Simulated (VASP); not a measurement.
A cell of ZnS (zinc blende) near equilibrium:

```xyz
2
Lattice="0.0000 2.6913 2.6913 2.6913 0.0000 2.6913 2.6913 2.6913 0.0000" Properties=species:S:1:pos:R:3 pbc="T T T"
Zn     0.0000     0.0000     0.0000
S      1.3456     1.3456     1.3456
```

Computed with r2SCAN meta-GGA, VASP's PBE PAW potentials (set 64) (plane waves; VASP).

| run | ΔE (meV/atom) | σxx | σyy | σzz | largest shear component, with its sign (GPa) | gap (eV) |
|---|---|---|---|---|---|---|
| as it is | 0.0 | 0.27 | 0.27 | 0.27 | 0.00 | 2.73 |
| after one change | 12.3 | 4.97 | 3.37 | 3.37 | 0.00 | 2.83 |
Stress is in GPa, positive when the cell is compressed; gaps are those on the k-mesh, and 0.00 means metallic.

### Question
Which change was made?
A. shear strain γ_xy = -1.0 %
B. shear strain γ_xz = -3.0 % with the ions relaxed
C. uniaxial strain of -4.0 % along x
D. isotropic strain of -3.0 %

### Answer
C, uniaxial strain of -4.0 % along x

The compound is ZnS in the zinc blende structure.
